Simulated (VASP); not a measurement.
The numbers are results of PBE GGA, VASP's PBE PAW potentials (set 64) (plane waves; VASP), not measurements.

VASP input:

**KPOINTS**
```
Automatic mesh
0
Gamma
15 15 15
0 0 0
```

**POSCAR**
```
Cu
1
    0.0000000000     1.8411000000     1.8411000000
    1.8411000000     0.0000000000     1.8411000000
    1.8411000000     1.8411000000     0.0000000000
Cu
1
Direct
  0.0000000000   0.0000000000   0.0000000000
```

### INCAR
```
ALGO  =  Normal
EDIFF  =  1E-6
ENCUT  =  400
GGA  =  PE
ISIF  =  2
ISMEAR  =  1
LASPH  =  .TRUE.
LCHARG  =  .FALSE.
LMAXMIX  =  4
LREAL  =  .FALSE.
LWAVE  =  .FALSE.
NELM  =  100
PREC  =  Normal
SIGMA  =  0.1
SYSTEM  =  Cu
```

POTCAR, in this order: Cu (PBE.64 set). Program: vasp_std.

The run wrote:

### OSZICAR
```
       N       E                     dE             d eps       ncg     rms          rms(c)
DAV:   1     0.314584744128E+02    0.31458E+02   -0.48231E+03  2202   0.166E+03
DAV:   2    -0.423510693665E+01   -0.35694E+02   -0.33787E+02  2162   0.180E+02
DAV:   3    -0.459643980458E+01   -0.36133E+00   -0.36041E+00  2607   0.265E+01
DAV:   4    -0.459875665077E+01   -0.23168E-02   -0.23167E-02  2736   0.188E+00
DAV:   5    -0.459878358819E+01   -0.26937E-04   -0.26937E-04  2551   0.159E-01    0.758E+00
DAV:   6    -0.413990277826E+01    0.45888E+00   -0.17756E+01  2279   0.957E+01    0.424E+00
DAV:   7    -0.373026735977E+01    0.40964E+00   -0.29213E+00  2297   0.387E+01    0.547E-01
DAV:   8    -0.372097659130E+01    0.92908E-02   -0.57019E-03  2419   0.138E+00    0.311E-01
DAV:   9    -0.371929339166E+01    0.16832E-02   -0.12337E-02  2384   0.235E+00    0.324E-02
DAV:  10    -0.371929270985E+01    0.68181E-06   -0.71908E-05  3235   0.176E-01    0.571E-03
DAV:  11    -0.371929228987E+01    0.41997E-06   -0.48280E-07  1673   0.952E-03
   1 F= -.37192923E+01 E0= -.37191848E+01  d E =-.322443E-03
```

**OUTCAR**
```
------------------------ aborting loop because EDIFF is reached ----------------------------------------
  FORCE on cell =-STRESS in cart. coord.  units (eV):
  Direction    XX          YY          ZZ          XY          YZ          ZX
  --------------------------------------------------------------------------------------
  Total       -0.4428877     -0.4428877     -0.4428877      0.0000000      0.0000000      0.0000000
  in kB      -56.8515181    -56.8515181    -56.8515181      0.0000000      0.0000000      0.0000000
  external PRESSURE =     -56.8515181 kB  Pullay stress =       0.0000000 kB
  volume of cell :       12.48
      direct lattice vectors                 reciprocal lattice vectors
     0.000000000  1.841100000  1.841100000    -0.271576775  0.271576775  0.271576775
     1.841100000  0.000000000  1.841100000     0.271576775 -0.271576775  0.271576775
     1.841100000  1.841100000  0.000000000     0.271576775  0.271576775 -0.271576775
 POSITION                                       TOTAL-FORCE (eV/Angst)
 -----------------------------------------------------------------------------------
      0.00000      0.00000      0.00000        -0.000000      0.000000      0.000000
 -----------------------------------------------------------------------------------
    total drift:                               -0.000000     -0.000000     -0.000000
  FREE ENERGIE OF THE ION-ELECTRON SYSTEM (eV)
  ---------------------------------------------------
  free  energy   TOTEN  =        -3.7192922899 eV

  energy  without entropy=       -3.7189698473  energy(sigma->0) =       -3.71918481
```
(Selected blocks of OUTCAR.)

The compound is Cu in the fcc structure. The cell was not relaxed at this level. The run is one of a series of settings (PREC = Normal against the base run), some of them coarse on purpose.
